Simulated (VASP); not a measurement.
Input:

```
AlRu
1.0
    2.97657     0.00000     0.00000
    0.00000     2.97657     0.00000
    0.00000     0.00000     2.97657
Al Ru
1 1
Direct
  0.50000   0.50000   0.50000
  0.00000   0.00000   0.00000
```

Computed with PBEsol GGA, VASP's PBE PAW potentials (set 64) (plane waves; VASP 6.6.1). Settings: 520 eV cut-off, 12×12×12 Γ-centred mesh, first-order Methfessel-Paxton smearing of 0.10 eV, potentials Al Ru_pv.

Q: The job: RuAl (CsCl type), 2 atoms, PBEsol, static run, 520 eV, 12×12×12 Γ-centred mesh. Roughly how much core time does it take on a busy server core?

A: About 10 core-seconds (one run on a shared machine, a rough figure). It had 84 irreducible k-points, 12 bands, up to 739 plane waves and 13 electronic steps.

The compound is RuAl in the CsCl type structure. It was relaxed first. The electron count is odd and the run is not spin-polarised, which forces a metal.
